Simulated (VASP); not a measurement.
Output of a VASP run:

### OUTCAR
```
 ion  position               nearest neighbor table
   1  0.750  0.750  0.750-   2 2.68   2 2.68   2 2.68   2 2.68
   2  0.500  0.500  0.500-   1 2.68   1 2.68   1 2.68   1 2.68
  LATTYP: Found a face centered cubic cell.
 ALAT       =     6.1925170758
 Subroutine PRICEL returns:
 Original cell was already a primitive cell.
 Subroutine GETGRP returns: Found 48 space group operations
The static configuration has the point symmetry T_d .
 The point group associated with its full space group is O_h .
The dynamic configuration has the point symmetry T_d .
 Subroutine INISYM returns: Found 48 space group operations
 Subroutine IBZKPT returns following result:
 Found     35 irreducible k-points:

 Following reciprocal coordinates:
            Coordinates               Weight
  0.000000  0.000000  0.000000      1.000000
  0.111111  0.000000  0.000000      8.000000
  0.222222  0.000000  0.000000      8.000000
  0.333333  0.000000  0.000000      8.000000
  0.444444  0.000000  0.000000      8.000000
  0.111111  0.111111  0.000000      6.000000
  0.222222  0.111111  0.000000     24.000000
  0.333333  0.111111  0.000000     24.000000
  0.444444  0.111111  0.000000     24.000000
 -0.444444  0.111111  0.000000     24.000000
 -0.333333  0.111111  0.000000     24.000000
 -0.222222  0.111111  0.000000     24.000000
 -0.111111  0.111111  0.000000     12.000000
  0.222222  0.222222  0.000000      6.000000
  0.333333  0.222222  0.000000     24.000000
  0.444444  0.222222  0.000000     24.000000
 -0.444444  0.222222  0.000000     24.000000
 -0.333333  0.222222  0.000000     24.000000
 -0.222222  0.222222  0.000000     12.000000
  0.333333  0.333333  0.000000      6.000000
  0.444444  0.333333  0.000000     24.000000
 -0.444444  0.333333  0.000000     24.000000
 -0.333333  0.333333  0.000000     12.000000
  0.444444  0.444444  0.000000      6.000000
 -0.444444  0.444444  0.000000     12.000000
  0.333333  0.222222  0.111111     24.000000
  0.444444  0.222222  0.111111     48.000000
 -0.444444  0.222222  0.111111     48.000000
  0.444444  0.333333  0.111111     24.000000
 -0.444444  0.333333  0.111111     48.000000
 -0.333333  0.333333  0.111111     48.000000
 -0.222222  0.333333  0.111111     24.000000
 -0.444444  0.444444  0.111111     24.000000
 -0.333333  0.444444  0.111111     24.000000
 -0.333333  0.444444  0.222222     24.000000
   k-points           NKPTS =     35   k-points in BZ     NKDIM =     35   number of bands    NBANDS=     16
   number of dos      NEDOS =    301   number of ions     NIONS =      2
   total plane-waves  NPLWV =  27000
   dimension x,y,z NGX =    30 NGY =   30 NGZ =   30
   dimension x,y,z NGXF=    60 NGYF=   60 NGZF=   60
   ions per type =               2
   PREC   = accura    normal or accurate (medium, high low for compatibility)
   ISTART =      0    job   : 0-new  1-cont  2-samecut
   ICHARG =      2    charge: 1-file 2-atom 10-const
   ISPIN  =      1    spin polarized calculation?
   LNONCOLLINEAR =      F non collinear calculations
   LSORBIT =      F    spin-orbit coupling
   INIWAV =      1    electr: 0-lowe 1-rand  2-diag
   ENCUT  =  400.0 eV  29.40 Ry    5.42 a.u.   7.14  7.14  7.14*2*pi/ulx,y,z
   NELM   =    100;   NELMIN=  2; NELMDL= -5     # of ELM steps
   EDIFF  = 0.1E-05   stopping-criterion for ELM
   LREAL  =      F    real-space projection
   NLSPLINE    = F    spline interpolate recip. space projectors
   LMAXMIX     =    4 max onsite mixed and CHGCAR
   VOSKOWN=      0    Vosko Wilk Nusair interpolation
   EDIFFG = -.1E-01   stopping-criterion for IOM
   NSW    =     60    number of steps for IOM
   NBLOCK =      1;   KBLOCK =     60    inner block; outer block
   IBRION =      2    ionic relax: 0-MD 1-quasi-New 2-CG
   NFREE  =      1    steps in history (QN), initial steepest desc. (CG)
   ISIF   =      3    stress and relaxation
   ISYM   =      2    0-nonsym 1-usesym 2-fastsym
   TEIN   =    0.0    initial temperature
...
```

File OSZICAR:
```
...
DAV:  12    -0.401752251606E+02   -0.18078E+00   -0.49442E-02  1224   0.162E+00    0.149E-01
DAV:  13    -0.402969248576E+02   -0.12170E+00   -0.41494E-01  1176   0.276E+00    0.310E-01
DAV:  14    -0.402991563171E+02   -0.22315E-02   -0.14307E-02  1744   0.517E-01    0.308E-01
DAV:  15    -0.402980453991E+02    0.11109E-02   -0.28598E-04  1320   0.104E-01    0.304E-01
DAV:  16    -0.403100536959E+02   -0.12008E-01   -0.84443E-03  1136   0.439E-01    0.255E-01
DAV:  17    -0.403145257476E+02   -0.44721E-02   -0.19185E-02  1360   0.682E-01    0.318E-01
DAV:  18    -0.403173721178E+02   -0.28464E-02   -0.15382E-03  1336   0.159E-01    0.375E-01
DAV:  19    -0.403108071545E+02    0.65650E-02   -0.20863E-02  1288   0.636E-01    0.159E-01
DAV:  20    -0.403120988706E+02   -0.12917E-02   -0.72836E-03  1432   0.424E-01    0.184E-01
DAV:  21    -0.403122931899E+02   -0.19432E-03   -0.20520E-04  1600   0.826E-02    0.172E-01
DAV:  22    -0.403123062008E+02   -0.13011E-04   -0.58695E-06  1208   0.133E-02    0.172E-01
DAV:  23    -0.403124127599E+02   -0.10656E-03   -0.29735E-04  1136   0.118E-01    0.164E-01
DAV:  24    -0.403124307095E+02   -0.17950E-04   -0.76742E-05  1320   0.630E-02    0.169E-01
DAV:  25    -0.403124271238E+02    0.35857E-05   -0.42453E-06  1296   0.163E-02    0.170E-01
DAV:  26    -0.403124467984E+02   -0.19675E-04   -0.10832E-04  1288   0.711E-02    0.158E-01
DAV:  27    -0.403124067537E+02    0.40045E-04   -0.11572E-05  1168   0.313E-02    0.160E-01
DAV:  28    -0.403123984544E+02    0.82993E-05   -0.13767E-06   936   0.793E-03    0.161E-01
DAV:  29    -0.403124047056E+02   -0.62513E-05   -0.23380E-06   872   0.954E-03    0.156E-01
DAV:  30    -0.403123916288E+02    0.13077E-04   -0.17214E-04  1136   0.733E-02    0.121E-01
DAV:  31    -0.403125093473E+02   -0.11772E-03   -0.16014E-04  1184   0.884E-02    0.654E-02
DAV:  32    -0.403125777577E+02   -0.68410E-04   -0.19364E-04  1264   0.858E-02    0.325E-02
DAV:  33    -0.403125631604E+02    0.14597E-04   -0.43537E-05  1512   0.316E-02    0.205E-02
DAV:  34    -0.403125545080E+02    0.86523E-05   -0.29342E-05  1408   0.270E-02    0.115E-02
DAV:  35    -0.403125506458E+02    0.38622E-05   -0.99460E-06  1200   0.151E-02    0.857E-03
DAV:  36    -0.403125562893E+02   -0.56434E-05   -0.40387E-06   848   0.146E-02    0.395E-03
DAV:  37    -0.403125592852E+02   -0.29959E-05   -0.29662E-06   912   0.999E-03    0.296E-03
DAV:  38    -0.403125608731E+02   -0.15879E-05   -0.28167E-06   952   0.903E-03    0.960E-04
DAV:  39    -0.403125606937E+02    0.17935E-06   -0.14206E-07   584   0.283E-03
   1 F= -.40312561E+02 E0= -.40313164E+02  d E =-.403126E+02
       N       E                     dE             d eps       ncg     rms          rms(c)
DAV:   1    -0.403146155182E+02   -0.20546E-02   -0.66685E-02  1496   0.265E+00    0.419E-01
DAV:   2    -0.403127564746E+02    0.18590E-02   -0.83046E-03  1400   0.769E-01    0.139E-01
DAV:   3    -0.403125308183E+02    0.22566E-03   -0.24228E-03  1616   0.330E-01    0.707E-02
DAV:   4    -0.403125197418E+02    0.11076E-04   -0.26983E-04  1376   0.940E-02    0.346E-02
DAV:   5    -0.403124541369E+02    0.65605E-04   -0.82230E-04  1688   0.132E-01    0.186E-02
DAV:   6    -0.403125672739E+02   -0.11314E-03   -0.71277E-05  1256   0.389E-02    0.130E-02
DAV:   7    -0.403126237876E+02   -0.56514E-04   -0.13494E-04  1176   0.540E-02    0.565E-03
DAV:   8    -0.403126260102E+02   -0.22226E-05   -0.73977E-06   944   0.168E-02    0.192E-03
DAV:   9    -0.403126257001E+02    0.31012E-06   -0.40609E-07   584   0.661E-03
   2 F= -.40312626E+02 E0= -.40313214E+02  d E =-.650063E-04
```

OUTCAR:
```
------------------------ aborting loop because EDIFF is reached ----------------------------------------
  FORCE on cell =-STRESS in cart. coord.  units (eV):
  Direction    XX          YY          ZZ          XY          YZ          ZX
  --------------------------------------------------------------------------------------
  Total        0.0016866      0.0016866      0.0016866     -0.0000000      0.0000000     -0.0000000
  in kB        0.0456581      0.0456581      0.0456581     -0.0000000      0.0000000     -0.0000000
  external PRESSURE =       0.0456581 kB  Pullay stress =       0.0000000 kB
  volume of cell :       59.19
      direct lattice vectors                 reciprocal lattice vectors
    -0.000000000  3.093103320  3.093103320    -0.161649951  0.161649951  0.161649951
     3.093103320  0.000000000  3.093103320     0.161649951 -0.161649951  0.161649951
     3.093103320  3.093103320 -0.000000000     0.161649951  0.161649951 -0.161649951
 POSITION                                       TOTAL-FORCE (eV/Angst)
 -----------------------------------------------------------------------------------
      4.63965      4.63965      4.63965         0.000000      0.000000      0.000000
      3.09310      3.09310      3.09310        -0.000000     -0.000000     -0.000000
 -----------------------------------------------------------------------------------
    total drift:                                0.000000     -0.000000     -0.000000
  FREE ENERGIE OF THE ION-ELECTRON SYSTEM (eV)
  ---------------------------------------------------
  free  energy   TOTEN  =       -40.3126257001 eV

  energy  without entropy=      -40.3143914488  energy(sigma->0) =      -40.31321428

 reached required accuracy - stopping structural energy minimisation
```
(Selected blocks of OUTCAR.)

POSCAR:
```
Zr
1
   -0.0000000000     3.0962585379     3.0962585379
    3.0962585379    -0.0000000000     3.0962585379
    3.0962585379     3.0962585379     0.0000000000
Zr
2
Direct
  0.7500000000   0.7500000000   0.7500000000
  0.5000000000   0.5000000000   0.5000000000
```

### Question
Reconstruct the remaining input files.

### Answer
Several could match; the one computed here: the input of the run itself, r2SCAN meta-GGA, plane waves, VASP's PBE PAW potentials (set 64).

KPOINTS:
```
K-points
0
gamma
  9 9 9
0 0 0
```

### INCAR
```
# general
SYSTEM  = Zr
PREC    = Accurate
ENCUT   = 400
LREAL   = .FALSE.
LASPH   = .TRUE.

# electronic loop
EDIFF   = 1E-6
NELM    = 100
ALGO    = Normal
LMAXMIX = 4
LMIXTAU = .TRUE.

# smearing
ISMEAR  = 1
SIGMA   = 0.1

# functional
METAGGA = R2SCAN

# ions
IBRION  = 2
NSW     = 60
ISIF    = 3
EDIFFG  = -0.01

# output
LWAVE   = .FALSE.
LCHARG  = .FALSE.
```

POTCAR, in this order: Zr_sv (PBE.64 set). Program: vasp_std.

The structure was generated: Zr was put into the diamond type (Fd-3m), which need not be its known phase. This run relaxes it. Symmetry was kept, so distortions that lower it aren't found. The start is the result of an earlier pass.
